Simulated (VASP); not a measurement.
Crystal: RbW.

```xyz
2
Lattice="3.5466 0.0000 0.0000 -1.7733 3.0715 0.0000 0.0000 0.0000 5.4941" Properties=species:S:1:pos:R:3 pbc="T T T"
Rb    0.0000    0.0000    2.7471
W     1.7733    1.0238    0.0000
```

The cell was built by a generator and needn't be a form met in nature.

| Quantity | Value |
| --- | --- |
| Program | VASP 6.6.1 |
| Task | relaxation of cell and atoms |
| Functional | TPSS |
| Potentials or basis | VASP PAW PBE potentials, release 64 (Rb_sv, W_sv) |
| Cutoff | 600 eV |
| k mesh | 9 × 9 × 5 |
| Occupations | methfessel-paxton, width 0.1 eV |
| Spin | no spin polarisation |

At the start: pressure -7.8 GPa; volume 29.92 Å³/atom.

Task: Where does the relaxation end?

Result: Over 10 steps the energy falls by 997.3 meV/atom and the volume is 23.72 Å³/atom (-20.7 %); space group P-6m2 (No. 187, to 0.05 Å).

The path:
| step | energy change (eV) | largest force (eV/Å) | pressure (GPa) | volume (Å³) |
| --- | --- | --- | --- | --- |
| 1 | 0.0000 | 0.0000 | -7.85 | 59.85 |
| 2 | -1.7559 | 0.0000 | -1.72 | 47.17 |
| 3 | -1.8987 | 0.0000 | 6.30 | 43.61 |
| 4 | -1.9016 | 0.0000 | 5.38 | 43.93 |
| 5 | -1.9886 | 0.0000 | -0.19 | 47.79 |
| 6 | -1.9932 | 0.0000 | 0.90 | 46.91 |
| 7 | -1.9936 | 0.0000 | 0.69 | 47.08 |
| 8 | -1.9935 | 0.0000 | 0.60 | 47.14 |
| 9 | -1.9935 | 0.0000 | -0.69 | 47.74 |
| 10 | -1.9946 | 0.0000 | -0.05 | 47.44 |

Final structure:
```
CELL_PARAMETERS angstrom
2.91516 0.00000 0.00000
-1.45758 2.52460 0.00000
0.00000 0.00000 6.44561
ATOMIC_POSITIONS crystal
Rb 0.00000 0.00000 0.50000
W 0.66667 0.33333 0.00000
```

Caveat: the volume moved by over 15 % at a fixed basis, so the end points are rough; the PAW data sets were made with another functional, which shifts forces and pressure a little.
